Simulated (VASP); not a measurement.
# TaGeS2Br (P4/mmm) in VASP: single point with PBE

Aim: the single point of TaGeS2Br with PBE.

All numbers are computed with VASP 6.6.1; they aren't measurements. Logs are shortened: lines on timing, memory, paths and dates and some standing lists are left out, and cuts for length are marked.

### Step 1. The crystal as given

The structure is tetragonal, space group P4/mmm (No. 123). The conventional cell has a = 4.583 Å, b = 4.583 Å, c = 4.583 Å, α = 90.00°, β = 90.00°, γ = 90.00°. Ta (site symmetry 4/mmm) has 8 S at 3.24 Å and 4 Br at 3.24 Å as nearest neighbours. Ge (site symmetry 4/mmm) is surrounded by 4 S at 2.29 Å and 2 Br at 2.29 Å. S (site symmetry mmm) has 2 Ge at 2.29 Å as nearest neighbours. Br (site symmetry 4/mmm) has 2 Ge at 2.29 Å as nearest neighbours.

The cell was built by a generator and needn't be a form met in nature.

### Step 2. Single point, PBE

INCAR

```
SYSTEM = TaGeS2Br
PREC = Accurate
ENCUT = 520
EDIFF = 1E-7
ISMEAR = 0
SIGMA = 0.1
LREAL = .FALSE.
LASPH = .TRUE.
NELM = 100
ALGO = Normal
ISIF = 2
LWAVE = .FALSE.
LCHARG = .FALSE.
GGA = PE
NBANDS = 30
```

KPOINTS

```
regular mesh
0
G
  4 4 4
  0 0 0
```

POSCAR

```
TaGeS2Br
1.0
    4.5834972500      0.0000000000      0.0000000000
    0.0000000000      4.5834972500      0.0000000000
    0.0000000000      0.0000000000      4.5834972500
Ta Ge S Br
1 1 2 1
Direct
    0.5000000000      0.5000000000      0.5000000000
    0.0000000000      0.0000000000      0.0000000000
    0.5000000000      0.0000000000      0.0000000000
    0.0000000000      0.5000000000      0.0000000000
    0.0000000000      0.0000000000      0.5000000000
```

Potentials or basis: VASP PAW PBE potentials, release 64 (Ta_pv, Ge_d, S, Br).

Run with:

```sh
$ cat potpaw_PBE.64/Ta_pv/POTCAR potpaw_PBE.64/Ge_d/POTCAR potpaw_PBE.64/S/POTCAR potpaw_PBE.64/Br/POTCAR > POTCAR
$ mpirun -np 1 vasp_std > vasp.out
```

OUTCAR:

```text
SYSTEM = TaGeS2Br
   PREC = Accurate
   ENCUT = 520
   EDIFF = 1E-7
   ISMEAR = 0
   LREAL = .FALSE.
   LASPH = .TRUE.
   NELM = 100
   ISIF = 2
   GGA = PE

 ion  position               nearest neighbor table
   1  0.500  0.500  0.500-
   2  0.000  0.000  0.000-   3 2.29   4 2.29   5 2.29   5 2.29   4 2.29   3 2.29
   3  0.500  0.000  0.000-   2 2.29   2 2.29
   4  0.000  0.500  0.000-   2 2.29   2 2.29
   5  0.000  0.000  0.500-   2 2.29   2 2.29

  LATTYP: Found a simple cubic cell.
 ALAT       =     4.5834972500

  Lattice vectors:

 A1 = (   4.5834972500,   0.0000000000,   0.0000000000)
 A2 = (   0.0000000000,   4.5834972500,   0.0000000000)
 A3 = (   0.0000000000,   0.0000000000,   4.5834972500)

Analysis of symmetry for initial positions (statically):
=====================================================================
 Subroutine PRICEL returns:
 Original cell was already a primitive cell.

 Routine SETGRP: Setting up the symmetry group for a
 simple cubic supercell.

 Subroutine GETGRP returns: Found 16 space group operations
 (whereof 16 operations were pure point group operations)
 out of a pool of 48 trial point group operations.

The static configuration has the point symmetry D_4h.

Analysis of symmetry for dynamics (positions and initial velocities):
=====================================================================
 Subroutine PRICEL returns:
 Original cell was already a primitive cell.

 Routine SETGRP: Setting up the symmetry group for a
 simple cubic supercell.

 Subroutine GETGRP returns: Found 16 space group operations
 (whereof 16 operations were pure point group operations)
 out of a pool of 48 trial point group operations.

The dynamic configuration has the point symmetry D_4h.

 Subroutine INISYM returns: Found 16 space group operations
 (whereof 16 operations are pure point group operations),
 and found     1 'primitive' translations

----------------------------------------------------------------------------------------

                                     Primitive cell

  volume of cell :      96.2922

  direct lattice vectors                    reciprocal lattice vectors
     4.583497250  0.000000000  0.000000000     0.218174015  0.000000000  0.000000000
     0.000000000  4.583497250  0.000000000     0.000000000  0.218174015  0.000000000
     0.000000000  0.000000000  4.583497250     0.000000000  0.000000000  0.218174015

  length of vectors
     4.583497250  4.583497250  4.583497250     0.218174015  0.218174015  0.218174015

  position of ions in fractional coordinates (direct lattice)
     0.500000000  0.500000000  0.500000000
     0.000000000  0.000000000  0.000000000
     0.500000000  0.000000000  0.000000000
     0.000000000  0.500000000  0.000000000
     0.000000000  0.000000000  0.500000000

  ion indices of the primitive-cell ions
   primitive index   ion index
                 1           1
                 2           2
                 3           3
                 4           4
                 5           5

----------------------------------------------------------------------------------------

 KPOINTS: regular mesh

Automatic generation of k-mesh.
 Grid dimensions read from file:
 generate k-points for:    4    4    4

 Generating k-lattice:

  Cartesian coordinates                     Fractional coordinates (reciprocal lattice)
     0.054543504  0.000000000  0.000000000     0.250000000  0.000000000  0.000000000
     0.000000000  0.054543504  0.000000000     0.000000000  0.250000000  0.000000000
     0.000000000  0.000000000  0.054543504     0.000000000  0.000000000  0.250000000

  Length of vectors
     0.054543504  0.054543504  0.054543504

  Shift w.r.t. Gamma in fractional coordinates (k-lattice)
     0.000000000  0.000000000  0.000000000

 Subroutine IBZKPT returns following result:
 ===========================================

 Found     18 irreducible k-points:

 Following reciprocal coordinates:
            Coordinates               Weight
  0.000000  0.000000  0.000000      1.000000
  0.250000  0.000000  0.000000      4.000000
  0.000000  0.000000  0.250000      2.000000
  0.500000  0.000000  0.000000      2.000000
  0.000000  0.000000  0.500000      1.000000
  0.250000  0.250000  0.000000      4.000000
[... 10 lines left out ...]
  0.250000  0.500000  0.500000      4.000000
  0.500000  0.500000  0.500000      1.000000
   k-points           NKPTS =     18   k-points in BZ     NKDIM =     18   number of bands    NBANDS=     30
   number of dos      NEDOS =    301   number of ions     NIONS =      5
   total plane-waves  NPLWV =  46656
   dimension x,y,z NGX =    36 NGY =   36 NGZ =   36
   dimension x,y,z NGXF=    72 NGYF=   72 NGZF=   72
   ions per type =               1   1   2   1
   NGX,Y,Z   is equivalent  to a cutoff of  13.06, 13.06, 13.06 a.u.
   NGXF,Y,Z  is equivalent  to a cutoff of  26.11, 26.11, 26.11 a.u.
 SYSTEM =  TaGeS2Br
   PREC   = accura    normal or accurate (medium, high low for compatibility)
   ISTART =      0    job   : 0-new  1-cont  2-samecut
   ICHARG =      2    charge: 1-file 2-atom 10-const
   ISPIN  =      1    spin polarized calculation?
   LNONCOLLINEAR =      F non collinear calculations
   LSORBIT =      F    spin-orbit coupling
   LASPH  =      T    aspherical Exc in radial PAW
   ENCUT  =  520.0 eV  38.22 Ry    6.18 a.u.   8.52  8.52  8.52*2*pi/ulx,y,z
   NELM   =    100;   NELMIN=  2; NELMDL= -5     # of ELM steps
   EDIFF  = 0.1E-06   stopping-criterion for ELM
   LREAL  =      F    real-space projection
   EDIFFG = 0.1E-05   stopping-criterion for IOM
   NSW    =      0    number of steps for IOM
   IBRION =     -1    ionic relax: 0-MD 1-quasi-New 2-CG
   NFREE  =      0    steps in history (QN), initial steepest desc. (CG)
   ISIF   =      2    stress and relaxation
   ISYM   =      2    0-nonsym 1-usesym 2-fastsym
   POTIM  = 0.5000    time-step for ionic-motion
   TEBEG  =    0.0;   TEEND  =   0.0 temperature during run
   PSTRESS=    0.0 pullay stress
   NELECT =      44.0000    total number of electrons
   NUPDOWN=      -1.0000    fix difference up-down
   EMIN   =  10.00;   EMAX   =-10.00  energy-range for DOS
   EFERMI =   0.00;   METHOD = LEGACY
   ISMEAR =     0;   SIGMA  =   0.10  broadening in eV -4-tet -1-fermi 0-gaus
   EFERMI_NEDOS =   21; number of points for ismear=-14 and -15
   IALGO  =     38    algorithm
   IMIX   =      4    mixing-type and parameters
     AMIX     =   0.40;   BMIX     =  1.00
     AMIX_MAG =   1.60;   BMIX_MAG =  1.00
  volume/ion in A,a.u.               =      19.26       129.96
  Fermi-wavevector in a.u.,A,eV,Ry     =   1.260943  2.382837 21.632950  1.589977
  Thomas-Fermi vector in A             =   2.394427
   LORBIT       =      0    0 simple, 1 ext, 2 COOP (PROOUT), +10 PAW based schemes
   GGA     = PE    functional components
   LHFCALC =     F    Hartree Fock is set to
   AEXX    =    0.0000 exact exchange contribution
   IVDW    =     0    specifies the selected vdW correction
   LEPSILON=     F    determine dielectric tensor
   LRPA    =     F    only Hartree local field effects (RPA)
 non-spin polarized calculation
 Gauss-broadening in eV      SIGMA  =   0.10
  energy-cutoff  :      520.00
  volume of cell :       96.29
 maximum number of plane-waves:      2624
 NGX is ok and might be reduce to    36
   NGX = 17   NGY = 17   NGZ = 17

 number of electron      43.9999991 magnetization

 Free energy of the ion-electron system (eV)
  ---------------------------------------------------
  ext. energy  EPLUGINS =         0.00000000
  ---------------------------------------------------
  free energy    TOTEN  =       -20.91261363 eV

  energy without entropy =      -20.88720044  energy(sigma->0) =      -20.89990703

 E-fermi :   6.6072     XC(G=0): -10.8053

 val. band max:        6.6046714371   @ k =   0.2500   0.5000   0.5000
 cond. band min:       6.7407361565   @ k =   0.5000   0.5000   0.5000
 fundamental gap:      0.1360647193
 Fermi energy:         6.6071700397

 k-point     1 :       0.0000    0.0000    0.0000
  band No.  band energies     occupation
      1     -29.4733      2.00000
      2     -29.4118      2.00000
      3     -29.4118      2.00000
      4     -19.1950      2.00000
      5     -19.0315      2.00000
      6     -19.0315      2.00000
[... 22 lines left out ...]
     29      11.7250      0.00000
     30      12.0083      0.00000

 k-point     2 :       0.2500    0.0000    0.0000
  band No.  band energies     occupation
      1     -29.4732      2.00000
      2     -29.4136      2.00000
      3     -29.4116      2.00000
      4     -19.1940      2.00000
      5     -19.0318      2.00000
      6     -19.0314      2.00000
[... 22 lines left out ...]
     29      11.8012      0.00000
     30      12.5241      0.00000

 k-point     3 :       0.0000    0.0000    0.2500
  band No.  band energies     occupation
      1     -29.4750      2.00000
      2     -29.4117      2.00000
      3     -29.4117      2.00000
      4     -19.1821      2.00000
      5     -19.0324      2.00000
      6     -19.0324      2.00000
[... 22 lines left out ...]
     29      11.9463      0.00000
     30      12.4933      0.00000

 k-point     4 :       0.5000    0.0000    0.0000
  band No.  band energies     occupation
      1     -29.4731      2.00000
      2     -29.4154      2.00000
      3     -29.4115      2.00000
      4     -19.1930      2.00000
      5     -19.0322      2.00000
      6     -19.0314      2.00000
[... 418 lines left out ...]
     29       8.9892      0.00000
     30      12.8700      0.00000

 k-point    17 :       0.2500    0.5000    0.5000
  band No.  band energies     occupation
      1     -29.4760      2.00000
      2     -29.4148      2.00000
      3     -29.4129      2.00000
      4     -19.1654      2.00000
      5     -19.0341      2.00000
      6     -19.0337      2.00000
[... 22 lines left out ...]
     29       9.0987      0.00000
     30      13.0001      0.00000

 k-point    18 :       0.5000    0.5000    0.5000
  band No.  band energies     occupation
      1     -29.4758      2.00000
      2     -29.4145      2.00000
      3     -29.4145      2.00000
      4     -19.1642      2.00000
      5     -19.0341      2.00000
      6     -19.0341      2.00000
[... 22 lines left out ...]
     29       8.2640      0.00000
     30      11.5108      0.00000

------------------------ aborting loop because EDIFF is reached ----------------------------------------

  FORCE on cell =-STRESS in cart. coord.  units (eV):
  Direction    XX          YY          ZZ          XY          YZ          ZX
  --------------------------------------------------------------------------------------
  -------------------------------------------------------------------------------------
  Total        3.0190432      3.0190432      9.2576862      0.0000000     -0.0000000      0.0000000
  in kB       50.2329844     50.2329844    154.0359572      0.0000000     -0.0000000      0.0000000
  external PRESSURE =      84.8339754 kB  Pullay stress =       0.0000000 kB

 VOLUME and BASIS-vectors are now :
 -----------------------------------------------------------------------------
  energy-cutoff  :      520.00
  volume of cell :       96.29
      direct lattice vectors                 reciprocal lattice vectors
     4.583497250  0.000000000  0.000000000     0.218174015  0.000000000  0.000000000
     0.000000000  4.583497250  0.000000000     0.000000000  0.218174015  0.000000000
     0.000000000  0.000000000  4.583497250     0.000000000  0.000000000  0.218174015

 POSITION                                       TOTAL-FORCE (eV/Angst)
 -----------------------------------------------------------------------------------
      2.29175      2.29175      2.29175         0.000000      0.000000      0.000000
      0.00000      0.00000      0.00000         0.000000      0.000000      0.000000
      2.29175      0.00000      0.00000         0.000000      0.000000      0.000000
      0.00000      2.29175      0.00000         0.000000      0.000000      0.000000
      0.00000      0.00000      2.29175         0.000000      0.000000      0.000000
 -----------------------------------------------------------------------------------
    total drift:                                0.000000      0.000000     -0.000000

  FREE ENERGIE OF THE ION-ELECTRON SYSTEM (eV)
  ---------------------------------------------------
  free  energy   TOTEN  =       -20.9126136299 eV

  energy  without entropy=      -20.8872004352  energy(sigma->0) =      -20.89990703
```

Run time: 38 s. Hardware: 1 thread of Intel Xeon Platinum 8375C at 2.90GHz (Ice Lake), shared host; peak memory 0.24 GiB.

What came out:

| Quantity | Value |
| --- | --- |
| Free energy | -20.9126 eV |
| Pressure | 8.5 GPa |
| Band gap on the k mesh | none (metal or under the smearing width) |

Stress tensor (GPa, compression positive):
```
 5.02  0.00  0.00
 0.00  5.02  0.00
 0.00  0.00 15.40
```
